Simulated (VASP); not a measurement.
An input for Quantum ESPRESSO's pw.x (written as the equivalent of a VASP run, and not itself run):

```
&CONTROL
  calculation = 'vc-relax'
  pseudo_dir = './pseudo'
  outdir = './out'
  tprnfor = .true.
  tstress = .true.
  nstep = 60
  forc_conv_thr = 0.00039
/
&SYSTEM
  ibrav = 0
  nat = 2
  ntyp = 2
  ecutwfc = 92
  occupations = 'smearing'
  smearing = 'methfessel-paxton'
  degauss = 0.00735
  input_dft = 'vdw-df-ob86'
/
&ELECTRONS
  conv_thr = 7.3e-08
  electron_maxstep = 100
/
&IONS
/
&CELL
/
ATOMIC_SPECIES
  Cu 63.546 Cu.upf
  Au 196.967 Au.upf
CELL_PARAMETERS angstrom
     2.8000000    0.0000000    0.0000000
     0.0000000    2.8000000    0.0000000
     0.0000000    0.0000000    3.6700000
ATOMIC_POSITIONS crystal
  Cu   0.0000000  0.0000000  0.0000000
  Au   0.5000000  0.5000000  0.5000000
K_POINTS automatic
  12 12 9 0 0 0
```

Question: Translate this input to VASP (INCAR, KPOINTS, POSCAR, choice of POTCAR).

Answer: One answer among several that fit: 
POSCAR:
```
CuAu
1
    2.8000000000     0.0000000000     0.0000000000
    0.0000000000     2.8000000000     0.0000000000
    0.0000000000     0.0000000000     3.6700000000
Cu Au
1 1
Direct
  0.0000000000   0.0000000000   0.0000000000
  0.5000000000   0.5000000000   0.5000000000
```

File KPOINTS:
```
Automatic mesh
0
Gamma
12 12 9
0 0 0
```

INCAR:
```
# general
SYSTEM    =  CuAu
PREC      =  Accurate
ENCUT     =  520
LREAL     =  F   # projection in real space or not
LASPH     =  T

# electronic loop
EDIFF     =  1E-6   # SCF stop (eV)
NELM      =  100   # most electronic steps
ALGO      =  Normal   # blocked Davidson
LMAXMIX   =  6   # l cut-off of mixed one-centre charges

# smearing
ISMEAR    =  1
SIGMA     =  0.1   # width (eV)

# functional
GGA       =  MK
LUSE_VDW  =  T
AGGAC     =  0.0
PARAM1    =  0.1234
PARAM2    =  1.0

# ions
IBRION    =  2
NSW       =  60
ISIF      =  3   # ions, shape and volume
EDIFFG    =  -0.01

# output
LWAVE     =  F
LCHARG    =  F
```

POTCAR, in this order: Cu Au (PBE.64 set). Program: vasp_std.

What does not carry over: the potentials are each code's own (VASP's PAW set, PseudoDojo norm-conserving files in pw.x), so ENCUT and ecutwfc are chosen apart and not converted; conv_thr bounds pw.x's estimated SCF error, while EDIFF bounds the energy change between steps; forc_conv_thr acts on force components and is met together with etot_conv_thr.

The compound is CuAu in the L1_0 structure. This run relaxes it. Symmetry was kept, so distortions that lower it aren't found.
